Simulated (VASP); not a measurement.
VASP runs on Os (hcp) share one base input (PBE GGA, plane waves, VASP's PBE PAW potentials (set 64)) and change the settings named in each case.

POSCAR:
```
Os
1
    1.3650000000    -2.3642490000     0.0000000000
    1.3650000000     2.3642490000     0.0000000000
    0.0000000000     0.0000000000     4.3200000000
Os
2
Direct
  0.3333330000   0.6666670000   0.2500000000
  0.6666670000   0.3333330000   0.7500000000
```

### INCAR
```
ALGO=Normal
EDIFF=1E-6
ENCUT=400
GGA=PE
ISIF=2
ISMEAR=1
LASPH=T
LCHARG=F
LMAXMIX=6
LREAL=F
LWAVE=F
NELM=100
PREC=Accurate
SIGMA=0.1
SYSTEM=Os
```

**KPOINTS**
```
Automatic mesh
0
Gamma
14 14 8
0 0 0
```

POTCAR, in this order: Os (PBE.64 set). Program: vasp_std.

```csv
change,E(σ→0) (eV/atom),pressure (GPa),−TS (eV)
base run,-11.2348,9.96,-0.0013
"ISMEAR = -1, SIGMA = 0.02",-11.2348,9.97,-0.0027
"ISMEAR = 2, SIGMA = 0.02",-11.2348,9.95,0.0000
"ISMEAR = 0, SIGMA = 0.2",-11.2360,10.08,-0.0287
"ISMEAR = -1, SIGMA = 0.5",___,___,___
SIGMA = 0.3,-11.2361,9.99,-0.0057
"ISMEAR = -5, SIGMA removed",-11.2377,9.92,0.0000
"ISMEAR = -4, SIGMA removed",-11.2012,10.57,0.0000
```

Fill in the missing entries.

- ISMEAR = -1, SIGMA = 0.5, E(σ→0) (eV/atom): -11.2102
- ISMEAR = -1, SIGMA = 0.5, pressure (GPa): 15.76
- ISMEAR = -1, SIGMA = 0.5, −TS (eV): -1.2233

Unless said otherwise, spin-orbit coupling is left out, though it shifts the bands of the heavy elements here.

Left out are runs that ran out of time, are held back, or changed the cell or the kind of run, fixed moments of cells without a moment, rows past the twelfth, gaps on odd meshes, pressures of charged cells and columns that move by less than the noise.

The compound is Os in the hcp structure. The cell was not relaxed at this level.
